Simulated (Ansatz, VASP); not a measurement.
# H in two plane-wave programs

Wanted: the spread between two codes on one cell, functional and k mesh. The cell is taken from a series of runs on this material, whose earlier steps may have relaxed, scaled, displaced or heated it; both programs get it as it stands.

Calculated with Ansatz 0.2.0; plane waves, with VASP 6.6.1 beside it; zone-centre phonons at LDA.

### 1. Set-up

It takes space group I4/mmm (No. 139, tetragonal). Conventional cell: a = 2.820 Å, b = 2.820 Å, c = 3.855 Å, α = 90.00°, β = 90.00°, γ = 90.00°. Nearest to H lie 1 H at 0.77 Å.

Structure file:

```cif
data_structure
_symmetry_space_group_name_H-M 'I4/mmm'
_symmetry_Int_Tables_number 139
_cell_length_a 2.8198
_cell_length_b 2.8198
_cell_length_c 3.8553
_cell_angle_alpha 90.000
_cell_angle_beta 90.000
_cell_angle_gamma 90.000
_cell_volume 30.65
loop_
_atom_site_label
_atom_site_type_symbol
_atom_site_symmetry_multiplicity
_atom_site_Wyckoff_symbol
_atom_site_fract_x
_atom_site_fract_y
_atom_site_fract_z
_atom_site_occupancy
H1 H 4 e 0.00000 0.00000 0.90012 1
```

### 2. VASP: zone-centre phonons, LDA

Second derivatives magnify differences that forces hide, and they need a tight electronic threshold.

Lines of VASP's logs that name or quote its potential files are left out, and so is its time.

INCAR reads:

```
SYSTEM = H
PREC = Accurate
ENCUT = 500
EDIFF = 1E-08
NELM = 120
ISMEAR = 0
SIGMA = 0.01
LREAL = .FALSE.
ALGO = Normal
GGA = CA
NBANDS = 7
LORBIT = 11
LWAVE = .FALSE.
LCHARG = .FALSE.
ISIF = 2
IBRION = 8
LEPSILON = .TRUE.
LASPH = .TRUE.
GGA_COMPAT = .FALSE.
EFERMI = MIDGAP
KPAR = 2
```

POSCAR reads:

```
H
1.0
   -1.4099121560      1.4099121560      1.9276424302
    1.4099121560     -1.4099121560      1.9276424302
    1.4099121560      1.4099121560     -1.9276424302
H
2
Direct
    0.9001183123      0.9001183123      0.0000000000
    0.0998816877      0.0998816877      0.0000000000
```

KPOINTS reads:

```
Automatic mesh
0
Gamma
8 8 8
0 0 0
```

The projector-augmented-wave data sets are H (LDA family, release 64).

The run is started by

```bash
$ mpirun -np 2 vasp_std
```

Output:

```text
[banner, memory and clock lines left out]
running    2 mpi-ranks, on    1 nodes
 distrk:  each k-point on    1 cores,    2 groups
 distr:  one band on    1 cores,    1 groups

 POSCAR found type information on POSCAR H
 POSCAR found :  1 types and       2 ions
 LDA part: xc-table for (Slater(with rela. corr.)+CA(PZ))
 , standard interpolation
 POSCAR, INCAR and KPOINTS ok, starting setup
 FFT: planning ... GRIDC
 FFT: planning ... GRID_SOFT
 FFT: planning ... GRID
 WAVECAR not read
 entering main loop
       N       E                     dE             d eps       ncg     rms          rms(c)
DAV:   1    -0.711218873680E+01   -0.71122E+01   -0.56070E+02   847   0.201E+02
DAV:   2    -0.730527393899E+01   -0.19309E+00   -0.19309E+00  1099   0.918E+00
DAV:   3    -0.730547776293E+01   -0.20382E-03   -0.20382E-03   959   0.287E-01
DAV:   4    -0.730547786663E+01   -0.10371E-06   -0.10371E-06  1183   0.671E-03
DAV:   5    -0.730547786668E+01   -0.44238E-10   -0.44233E-10   931   0.934E-05    0.419E+00
DAV:   6    -0.695905257461E+01    0.34643E+00   -0.20124E-01   826   0.158E+00    0.226E+00
DAV:   7    -0.680893700006E+01    0.15012E+00   -0.34338E-01   847   0.218E+00    0.209E-01
DAV:   8    -0.680979548407E+01   -0.85848E-03   -0.18045E-03   945   0.198E-01    0.742E-02
DAV:   9    -0.680963862581E+01    0.15686E-03   -0.33707E-04   910   0.696E-02    0.673E-03
DAV:  10    -0.680963919442E+01   -0.56861E-06   -0.35686E-06   966   0.127E-02    0.155E-03
DAV:  11    -0.680963939443E+01   -0.20001E-06   -0.89670E-08   924   0.148E-03    0.108E-04
DAV:  12    -0.680963939563E+01   -0.12079E-08   -0.26081E-10   896   0.950E-05
   1 F= -.68096394E+01 E0= -.68096394E+01  d E =0.000000E+00
 Linear response reoptimize wavefunctions to high precision
DAV:   1    -0.680963939578E+01   -0.14972E-09   -0.85581E-11   896   0.471E-05
DAV:   2    -0.680963939578E+01   -0.42633E-13   -0.48468E-13   490   0.402E-06
 Linear response G [H, r] |phi>, progress :
  Direction:   1
       N       E                     dE             d eps       ncg     rms
RMM:   1    -0.759137641158E+01   -0.75914E+01   -0.87492E+00  1578   0.119E+01
RMM:   2    -0.765964967573E+01   -0.68273E-01   -0.55418E-02  1312   0.143E+00
RMM:   3    -0.765981401394E+01   -0.16434E-03   -0.78421E-05  1350   0.509E-02
RMM:   4    -0.765981424457E+01   -0.23062E-06   -0.25082E-07  1349   0.238E-03
RMM:   5    -0.765981424545E+01   -0.88196E-09   -0.10927E-09  1154   0.142E-04
 Linear response G [H, r] |phi>, progress :
  Direction:   2
       N       E                     dE             d eps       ncg     rms
RMM:   1    -0.741156912108E+01   -0.74116E+01   -0.92034E+00  1598   0.120E+01
RMM:   2    -0.748544488070E+01   -0.73876E-01   -0.64889E-02  1310   0.154E+00
RMM:   3    -0.748564496420E+01   -0.20008E-03   -0.10369E-04  1342   0.572E-02
RMM:   4    -0.748564527529E+01   -0.31109E-06   -0.36896E-07  1323   0.276E-03
RMM:   5    -0.748564527666E+01   -0.13732E-08   -0.15377E-09  1117   0.168E-04
 Linear response G [H, r] |phi>, progress :
  Direction:   3
       N       E                     dE             d eps       ncg     rms
RMM:   1    -0.757047903927E+01   -0.75705E+01   -0.10506E+01  1719   0.146E+01
RMM:   2    -0.759358629223E+01   -0.23107E-01   -0.14137E-02  1291   0.678E-01
RMM:   3    -0.759362102808E+01   -0.34736E-04   -0.37462E-05  1282   0.312E-02
RMM:   4    -0.759362111084E+01   -0.82757E-07   -0.94743E-08  1210   0.171E-03
RMM:   5    -0.759362111105E+01   -0.21340E-09   -0.40962E-10  1079   0.950E-05
 Linear response to external field (no local field effect), progress :
  Direction:   1
       N       E                     dE             d eps       ncg     rms          rms(c)
RMM:   1    -0.382912389557E-01   -0.38291E-01   -0.32745E-02  1641   0.695E-01
RMM:   2    -0.386336838909E-01   -0.34244E-03   -0.19568E-04  1279   0.815E-02
RMM:   3    -0.386346597916E-01   -0.97590E-06   -0.41210E-07  1273   0.313E-03
RMM:   4    -0.386346610004E-01   -0.12088E-08   -0.12304E-09  1144   0.163E-04
 change of polarisation eV/A/(eV/A) component  1 :     0.077    -0.014     0.036
 dielectric tensor                  component  1 :     1.912    -0.170     0.428
 Linear response to external field (no local field effect), progress :
  Direction:   2
       N       E                     dE             d eps       ncg     rms          rms(c)
RMM:   1    -0.380162310895E-01   -0.38016E-01   -0.35585E-02  1610   0.712E-01
RMM:   2    -0.383829699312E-01   -0.36674E-03   -0.23103E-04  1279   0.883E-02
RMM:   3    -0.383841265181E-01   -0.11566E-05   -0.50890E-07  1270   0.351E-03
RMM:   4    -0.383841281272E-01   -0.16091E-08   -0.17235E-09  1137   0.188E-04
 change of polarisation eV/A/(eV/A) component  2 :    -0.014     0.077     0.044
 dielectric tensor                  component  2 :    -0.170     1.906     0.520
 Linear response to external field (no local field effect), progress :
  Direction:   3
       N       E                     dE             d eps       ncg     rms          rms(c)
RMM:   1    -0.640290022466E-01   -0.64029E-01   -0.80895E-02  1590   0.114E+00
RMM:   2    -0.644306640093E-01   -0.40166E-03   -0.23159E-04  1250   0.822E-02
RMM:   3    -0.644315047485E-01   -0.84074E-06   -0.34038E-07  1186   0.294E-03
RMM:   4    -0.644315055057E-01   -0.75718E-09   -0.90596E-10  1076   0.147E-04
 change of polarisation eV/A/(eV/A) component  3 :     0.036     0.044     0.129
 dielectric tensor                  component  3 :     0.428     0.520     2.521
 Linear response to external field, progress :
  Direction:   1
       N       E                     dE             d eps       ncg     rms          rms(c)
RMM:   1    -0.381537350215E-01   -0.38154E-01   -0.34165E-02  2617   0.703E-01
RMM:   2    -0.385083269154E-01   -0.35459E-03   -0.21335E-04  2061   0.849E-02    0.263E-01
RMM:   3    -0.381210339150E-01    0.38729E-03   -0.20157E-04  2088   0.767E-02    0.156E-01
RMM:   4    -0.408560048985E-01   -0.27350E-02   -0.47463E-04  2090   0.118E-01    0.124E-02
RMM:   5    -0.410439990882E-01   -0.18799E-03   -0.14671E-06  2104   0.749E-03    0.130E-03
RMM:   6    -0.410684295617E-01   -0.24430E-04   -0.20802E-08  2130   0.786E-04    0.190E-04
RMM:   7    -0.410687373853E-01   -0.30782E-06   -0.12364E-09  2050   0.184E-04    0.180E-05
RMM:   8    -0.410684438226E-01    0.29356E-06   -0.64988E-12   994   0.170E-05    0.561E-06
 change of polarisation eV/A/(eV/A) component  1 :     0.074    -0.004     0.039
 dielectric tensor                  component  1 :     1.875    -0.048     0.460
 Linear response to external field, progress :
  Direction:   2
       N       E                     dE             d eps       ncg     rms          rms(c)
RMM:   1    -0.381537350231E-01   -0.38154E-01   -0.34165E-02  2616   0.703E-01
RMM:   2    -0.385083269061E-01   -0.35459E-03   -0.21336E-04  2061   0.849E-02    0.263E-01
RMM:   3    -0.381210346926E-01    0.38729E-03   -0.20161E-04  2088   0.767E-02    0.156E-01
RMM:   4    -0.408559585010E-01   -0.27349E-02   -0.47472E-04  2090   0.118E-01    0.124E-02
RMM:   5    -0.410440029831E-01   -0.18804E-03   -0.14670E-06  2104   0.749E-03    0.130E-03
RMM:   6    -0.410684387277E-01   -0.24436E-04   -0.20803E-08  2129   0.786E-04    0.190E-04
RMM:   7    -0.410687461485E-01   -0.30742E-06   -0.12359E-09  2052   0.184E-04    0.180E-05
RMM:   8    -0.410684519811E-01    0.29417E-06   -0.65326E-12   996   0.170E-05    0.562E-06
 change of polarisation eV/A/(eV/A) component  2 :    -0.004     0.074     0.010
 dielectric tensor                  component  2 :    -0.048     1.875     0.115
 Linear response to external field, progress :
  Direction:   3
       N       E                     dE             d eps       ncg     rms          rms(c)
RMM:   1    -0.640290022466E-01   -0.64029E-01   -0.80895E-02  1590   0.114E+00
RMM:   2    -0.644306640093E-01   -0.40166E-03   -0.23159E-04  1250   0.822E-02    0.604E-01
RMM:   3    -0.585597635020E-01    0.58709E-02   -0.15376E-03  1255   0.199E-01    0.288E-01
RMM:   4    -0.623700447520E-01   -0.38103E-02   -0.14855E-03  1247   0.199E-01    0.392E-02
RMM:   5    -0.631388059051E-01   -0.76876E-03   -0.82306E-06  1277   0.172E-02    0.138E-03
RMM:   6    -0.631850542584E-01   -0.46248E-04   -0.90291E-08  1284   0.152E-03    0.711E-04
RMM:   7    -0.631870955032E-01   -0.20412E-05   -0.84131E-09  1292   0.501E-04    0.135E-04
RMM:   8    -0.631882871173E-01   -0.11916E-05   -0.11177E-10  1057   0.559E-05    0.413E-05
RMM:   9    -0.631879249019E-01    0.36222E-06   -0.12386E-13   574   0.144E-05    0.367E-06
 change of polarisation eV/A/(eV/A) component  3 :     0.033     0.040     0.109
 dielectric tensor                  component  3 :     0.386     0.467     2.281
 Linear response DOF=           2
 Linear response progress:
  Degree of freedom:   1/  2
       N       E                     dE             d eps       ncg     rms          rms(c)
RMM:   1    -0.146015669426E-01   -0.14602E-01   -0.91576E-03  3662   0.474E-01
RMM:   2    -0.146120387275E-01   -0.10472E-04   -0.97105E-06  3220   0.187E-02    0.958E-02
RMM:   3    -0.148190040531E-01   -0.20697E-03   -0.99464E-06  3570   0.151E-02    0.563E-02
RMM:   4    -0.153120784987E-01   -0.49307E-03   -0.19463E-05  3368   0.214E-02    0.165E-03
RMM:   5    -0.153050776506E-01    0.70008E-05   -0.40744E-08  3614   0.133E-03    0.375E-04
RMM:   6    -0.153027350147E-01    0.23426E-05   -0.13634E-09  3434   0.278E-04    0.732E-05
RMM:   7    -0.153025280342E-01    0.20698E-06   -0.99217E-11  3648   0.606E-05    0.525E-06
RMM:   8    -0.153025552492E-01   -0.27215E-07   -0.55198E-14  3515   0.357E-06    0.170E-06
RMM:   9    -0.153025674664E-01   -0.12217E-07    0.67982E-13  3275   0.118E-06    0.259E-07
RMM:  10    -0.153025683931E-01   -0.92674E-09    0.55928E-14  2139   0.199E-07    0.280E-08
 first order change of Fermi-energy  -0.92680E-04
 force on displaced ion       1 direction 1 :  -0.027   0.000  -0.001
 Born effective charge ion    1 direction 1 :   0.000   0.000  -0.000
 Linear response progress:
  Degree of freedom:   2/  2
       N       E                     dE             d eps       ncg     rms          rms(c)
RMM:   1    -0.173405497186E-01   -0.17341E-01   -0.94926E-03  1385   0.528E-01
RMM:   2    -0.173857783160E-01   -0.45229E-04   -0.35017E-05  1284   0.339E-02    0.193E-01
RMM:   3    -0.173402030677E-01    0.45575E-04   -0.90461E-05  1315   0.474E-02    0.101E-01
RMM:   4    -0.180115675903E-01   -0.67136E-03   -0.10312E-04  1286   0.511E-02    0.796E-03
RMM:   5    -0.180107989267E-01    0.76866E-06   -0.31201E-07  1338   0.306E-03    0.122E-03
RMM:   6    -0.180106678613E-01    0.13107E-06   -0.22740E-09  1323   0.310E-04    0.566E-04
RMM:   7    -0.180094201836E-01    0.12477E-05   -0.16190E-09  1313   0.306E-04    0.535E-05
RMM:   8    -0.180091682156E-01    0.25197E-06   -0.39068E-11  1401   0.419E-05    0.132E-05
RMM:   9    -0.180091135781E-01    0.54638E-07   -0.11097E-11  1403   0.712E-06    0.137E-06
RMM:  10    -0.180091173916E-01   -0.38135E-08    0.40812E-13  1204   0.876E-07    0.400E-07
 first order change of Fermi-energy  -0.21560E+01
 force on displaced ion       1 direction 3 :   0.000   0.000 -30.850
 Born effective charge ion    1 direction 3 :   0.000   0.000   0.000
 Born effective charges drift removed
 Linear response finished
```

Parts of OUTCAR (step 2):

```text
ion  position               nearest neighbor table
   1  0.900  0.900  0.000-   2 0.77
   2  0.100  0.100  0.000-   1 0.77

  LATTYP: Found a body centered tetragonal cell.
 ALAT       =     2.8198243120
 C/A-ratio  =     1.3672074689

 Subroutine GETGRP returns: Found 16 space group operations
 (whereof 16 operations were pure point group operations)

The static configuration has the point symmetry D_4h.

 Found     59 irreducible k-points:

   k-points           NKPTS =     59   k-points in BZ     NKDIM =     59   number of bands    NBANDS=      7

   dimension x,y,z NGX =    20 NGY =   20 NGZ =   20
   dimension x,y,z NGXF=    40 NGYF=   40 NGZF=   40

   ENCUT  =  500.0 eV  36.75 Ry    6.06 a.u.   5.06  5.06  5.06*2*pi/ulx,y,z

   NELECT =       2.0000    total number of electrons

 k-points in reciprocal lattice and weights: Automatic mesh
   0.00000000  0.00000000  0.00000000       0.002
   0.12500000  0.00000000 -0.00000000       0.016
   0.25000000  0.00000000 -0.00000000       0.016
   0.37500000  0.00000000 -0.00000000       0.016
   0.50000000  0.00000000 -0.00000000       0.008
   0.12500000  0.12500000 -0.00000000       0.016
   0.25000000  0.12500000 -0.00000000       0.031
   0.37500000  0.12500000 -0.00000000       0.031
   0.50000000  0.12500000  0.00000000       0.031
[...]
-0.37500000 -0.37500000  0.37500000       0.004
   0.50000000  0.50000000  0.50000000       0.002

 average (electrostatic) potential at core
       1 -38.9837       2 -38.9837

  Total       -0.0357982     -0.0357982     -0.0040722      0.0000000      0.0000000      0.0000000
  in kB       -3.7419733     -3.7419733     -0.4256663      0.0000000      0.0000000      0.0000000
  external PRESSURE =      -2.6365376 kB  Pullay stress =       0.0000000 kB

  energy-cutoff  :      500.00
  volume of cell :       15.33
      direct lattice vectors                 reciprocal lattice vectors
    -1.409912156  1.409912156  1.927642430     0.000000000  0.354632023  0.259384205
     1.409912156 -1.409912156  1.927642430     0.354632023  0.000000000  0.259384205
     1.409912156  1.409912156 -1.927642430     0.354632023  0.354632023  0.000000000

 POSITION                                       TOTAL-FORCE (eV/Angst)
 -----------------------------------------------------------------------------------
      0.00000      0.00000      3.47021         0.000000      0.000000     -0.047581
      0.00000      0.00000      0.38507        -0.000000     -0.000000      0.047581
 -----------------------------------------------------------------------------------
    total drift:                                0.000000      0.000000     -0.000000

 MACROSCOPIC STATIC DIELECTRIC TENSOR (including local field effects in DFT)
 ------------------------------------------------------
           1.875209     0.000000     0.000000
           0.000000     1.875209    -0.000000
           0.000000     0.000000     2.281439
 ------------------------------------------------------

 PIEZOELECTRIC TENSOR (including local field effects)  for field in x, y, z        (C/m^2)
          XX          YY          ZZ          XY          YZ          ZX
  --------------------------------------------------------------------------------
  x     0.00000     0.00000     0.00000     0.00000     0.00000     0.00000
  y     0.00000     0.00000     0.00000     0.00000     0.00000     0.00000
  z     0.00000     0.00000     0.00000     0.00000     0.00000     0.00000

 BORN EFFECTIVE CHARGES (including local field effects) (in |e|, cummulative output)
 ---------------------------------------------------------------------------------
 ion    1
    1     0.00000     0.00000     0.00000
    2     0.00000     0.00000     0.00000
    3     0.00000     0.00000     0.00000
 ion    2
    1     0.00000     0.00000     0.00000
    2     0.00000     0.00000     0.00000
    3     0.00000     0.00000     0.00000

 Eigenvectors and eigenvalues of the dynamical matrix
 ----------------------------------------------------

   1 f  =  122.799368 THz   771.571185 2PiTHz 4096.146007 cm-1   507.857150 meV
             X         Y         Z           dx          dy          dz
      0.000000  0.000000  3.470213     0.000000    0.000000    0.707107
      0.000000  0.000000  0.385072     0.000000   -0.000000   -0.707107

   2 f  =    3.608651 THz    22.673825 2PiTHz  120.371649 cm-1    14.924176 meV
             X         Y         Z           dx          dy          dz
      0.000000  0.000000  3.470213    -0.000000   -0.707107   -0.000000
      0.000000  0.000000  0.385072     0.000000    0.707107   -0.000000

   3 f  =    3.608651 THz    22.673825 2PiTHz  120.371649 cm-1    14.924176 meV
             X         Y         Z           dx          dy          dz
      0.000000  0.000000  3.470213     0.707107   -0.000000   -0.000000
      0.000000  0.000000  0.385072    -0.707107    0.000000    0.000000

   4 f  =    0.000001 THz     0.000007 2PiTHz    0.000040 cm-1     0.000005 meV
             X         Y         Z           dx          dy          dz
      0.000000  0.000000  3.470213    -0.000079   -0.375844    0.598950
      0.000000  0.000000  0.385072    -0.000079   -0.375844    0.598950

   5 f  =    0.000000 THz     0.000000 2PiTHz    0.000000 cm-1     0.000000 meV
             X         Y         Z           dx          dy          dz
      0.000000  0.000000  3.470213     0.707107    0.000254    0.000253
      0.000000  0.000000  0.385072     0.707107    0.000254    0.000253

   6 f/i=    0.000001 THz     0.000004 2PiTHz    0.000024 cm-1     0.000003 meV
             X         Y         Z           dx          dy          dz
      0.000000  0.000000  3.470213     0.000350   -0.598950   -0.375844
      0.000000  0.000000  0.385072     0.000350   -0.598950   -0.375844

 MACROSCOPIC STATIC DIELECTRIC TENSOR IONIC CONTRIBUTION
 ------------------------------------------------------
           0.000000     0.000000     0.000000
           0.000000     0.000000     0.000000
           0.000000     0.000000     0.000000
 ------------------------------------------------------

 ELASTIC MODULI CONTR FROM IONIC RELAXATION (kBar)
 Direction    XX          YY          ZZ          XY          YZ          ZX
 --------------------------------------------------------------------------------
 XX          -0.0161     -0.0161      5.4868      0.0000     -0.0000     -0.0000
 YY          -0.0161     -0.0161      5.4868      0.0000     -0.0000     -0.0000
 ZZ           5.4868      5.4868  -1875.5869      0.0000      0.0000      0.0000
 XY           0.0000      0.0000      0.0000      0.0000      0.0000      0.0000
 YZ          -0.0000     -0.0000      0.0000      0.0000     -3.4768     -0.0000
 ZX          -0.0000     -0.0000      0.0000      0.0000     -0.0000     -4.0569
 --------------------------------------------------------------------------------

 PIEZOELECTRIC TENSOR IONIC CONTR  for field in x, y, z        (C/m^2)
          XX          YY          ZZ          XY          YZ          ZX
  --------------------------------------------------------------------------------
  x     0.00000     0.00000     0.00000     0.00000     0.00000     0.00000
  y     0.00000     0.00000     0.00000     0.00000     0.00000     0.00000
  z     0.00000     0.00000     0.00000     0.00000     0.00000     0.00000
```

(Part 1 of 2 ends here.)

[Lines on the potential files, build, host, timing and source positions are cut from VASP's logs without a mark.]

[Logs are printed without paths, hosts, clocks, repeated set-up lines and the standing remarks that a program may print on its own settings, such as how far it seeks lower states.]

[Hosts, paths, dates, database ids (printed as entryN), source tags and the programs' standing remarks are cut or masked in the printed files.]
